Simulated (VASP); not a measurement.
Be12H2S, 15 atoms in the cell. The cell holds a slab with vacuum, 15 atoms: a = 4.580 Å, b = 4.580 Å, c = 15.588 Å, α = 90.00°, β = 90.00°, γ = 60.00°. The cell was built by a generator and needn't be a form met in nature.

| Item | Value |
| --- | --- |
| Program | VASP 6.6.1 |
| Task | single point |
| Functional | PBEsol |
| Potentials or basis | VASP PAW PBE potentials, release 64 (Be, S, H) |
| Cutoff | 520 eV |
| k mesh | 4 × 4 × 1 |
| Occupations | gaussian, width 0.15 eV |
| Spin | no spin polarisation |
| Dipole correction | no |
| Further INCAR settings | LREAL = Auto; ALGO = Normal; EDIFF = 1e-06; NBANDS = 29 |

Potentials or basis: VASP PAW PBE potentials, release 64 (Be, S, H).

Command:

```bash
$ cat potpaw_PBE.64/Be/POTCAR potpaw_PBE.64/S/POTCAR potpaw_PBE.64/H/POTCAR > POTCAR
$ mpirun -np 1 vasp_std > vasp.out
```

Hardware: 1 thread of AMD EPYC 9R45 96-Core Processor (Zen 5), with other jobs on the host.

**Question.** Estimate the wall time of this run.

**Answer.** Run time: 2.3 min on 1 thread of AMD EPYC 9R45 96-Core Processor (Zen 5) (shared host), peak memory 0.35 GiB. Counts: scf iterations 21, k points 10.
